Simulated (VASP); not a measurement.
```yaml
crystal:
  lattice:
    - [0.00000, 3.27457, 3.27457]
    - [3.27457, 0.00000, 3.27457]
    - [3.27457, 3.27457, 0.00000]
  atoms:
    - { symbol: Sr, position: [0.00000, 0.00000, 0.00000] }
    - { symbol: Te, position: [0.50000, 0.50000, 0.50000] }
```

Computed with PBEsol GGA, VASP's PBE PAW potentials (set 64) (plane waves; VASP). Run with 520 eV cut-off, 7×7×7 Γ-centred mesh, Gaussian smearing of 0.050 eV, potentials Sr_sv Te.

Task: The job: SrTe (rock salt), 2 atoms, PBEsol, static run, 520 eV, 7×7×7 Γ-centred mesh. Roughly how much core time does it take on a busy server core?

Result: About 10 core-seconds (one run on a shared machine, a rough figure). It had 20 irreducible k-points, 12 bands, up to 1917 plane waves and 12 electronic steps.

The compound is SrTe in the rock salt structure. This cell is one point of a volume scan, at 0.97 of the reference volume.
